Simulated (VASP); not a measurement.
Here is the system:

```
CELL_PARAMETERS angstrom
      3.50562     0.00000     0.00000
      0.00000     3.50562     0.00000
      0.00000     0.00000     3.50562
ATOMIC_POSITIONS crystal
  Fe 0.00000 0.00000 0.00000
  Ni 0.00000 0.50000 0.50000
  Ni 0.50000 0.00000 0.50000
  Ni 0.50000 0.50000 0.00000
```
Starting moments (μB, in the order of the record's atoms Fe Ni Ni Ni): 2.9 0.6 0.6 0.6.

Method: PBE GGA with D3 dispersion (zero damping), VASP's PBE PAW potentials (set 64) (plane waves; VASP 6.6.1). Run with 520 eV cut-off, Gaussian smearing of 0.050 eV, potentials Fe Ni.

### Question
What does the run give for the cell moment, band gap (along the path) with the smallest direct gap where there is one?

### Answer

The band gap (along the path) comes out as none (metal, semimetal or under 0.01 eV) and the cell moment comes out as 4.66 μB.

The absolute energy has meaning only against runs of the same code, potentials and settings.

The compound is Ni3Fe in the L1_2 structure. It was relaxed first.
